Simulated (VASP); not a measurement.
Input for VASP

### POSCAR
```
KZnF3
1
    4.1229921170     0.0000000000     0.0000000000
    0.0000000000     4.1229921170     0.0000000000
    0.0000000000     0.0000000000     4.1229921170
K Zn F
1 1 3
Direct
  0.0000000000   0.0000000000   0.0000000000
  0.5000000000   0.5000000000   0.5000000000
  0.5000000000   0.0000000000   0.5000000000
  0.0000000000   0.5000000000   0.5000000000
  0.5000000000   0.5000000000   0.0000000000
```

**KPOINTS**
```
Automatic mesh
0
Gamma
6 6 6
0 0 0
```

INCAR:
```
! general
SYSTEM   = KZnF3
PREC     = Accurate
ENCUT    = 520   ! plane-wave cut-off (eV)
LREAL    = .FALSE.   ! projection in real space or not
LASPH    = .TRUE.

! electronic loop
EDIFF    = 1E-7
NELM     = 100
ALGO     = Normal   ! blocked Davidson
LMAXMIX  = 4

! smearing
ISMEAR   = 0
SIGMA    = 0.05   ! width (eV)

! functional
GGA      = MK
LUSE_VDW = .TRUE.
AGGAC    = 0.0
PARAM1   = 0.1234568
PARAM2   = 0.7114
ZAB_VDW  = -1.8867

! ions
ISIF     = 2

! output
LWAVE    = .FALSE.
LCHARG   = .FALSE.
```

POTCAR, in this order: K_sv Zn F (PBE.64 set). Program: vasp_std.

Question: Translate this rev-vdW-DF2 calculation to Quantum ESPRESSO's pw.x.

Answer: One equivalent input (not run):
```
&CONTROL
  calculation = 'scf'
  pseudo_dir = './pseudo'
  outdir = './out'
  tprnfor = .true.
  tstress = .true.
/
&SYSTEM
  ibrav = 0
  nat = 5
  ntyp = 3
  ecutwfc = 84
  occupations = 'smearing'
  smearing = 'gaussian'
  degauss = 0.003675
  input_dft = 'vdw-df2-b86r'
/
&ELECTRONS
  conv_thr = 7.3e-09
  electron_maxstep = 100
/
ATOMIC_SPECIES
  K 39.098 K.upf
  Zn 65.380 Zn.upf
  F 18.998 F.upf
CELL_PARAMETERS angstrom
     4.1229921    0.0000000    0.0000000
     0.0000000    4.1229921    0.0000000
     0.0000000    0.0000000    4.1229921
ATOMIC_POSITIONS crystal
  K    0.0000000  0.0000000  0.0000000
  Zn   0.5000000  0.5000000  0.5000000
  F    0.5000000  0.0000000  0.5000000
  F    0.0000000  0.5000000  0.5000000
  F    0.5000000  0.5000000  0.0000000
K_POINTS automatic
  6 6 6 0 0 0
```
The two are equivalent in intent, not identical: the potentials are each code's own (VASP's PAW set, PseudoDojo norm-conserving files in pw.x), so ENCUT and ecutwfc are chosen apart and not converted; conv_thr bounds pw.x's estimated SCF error, while EDIFF bounds the energy change between steps.

The compound is KZnF3 in the cubic perovskite structure. This cell is one point of a volume scan, at 1.03 of the reference volume.
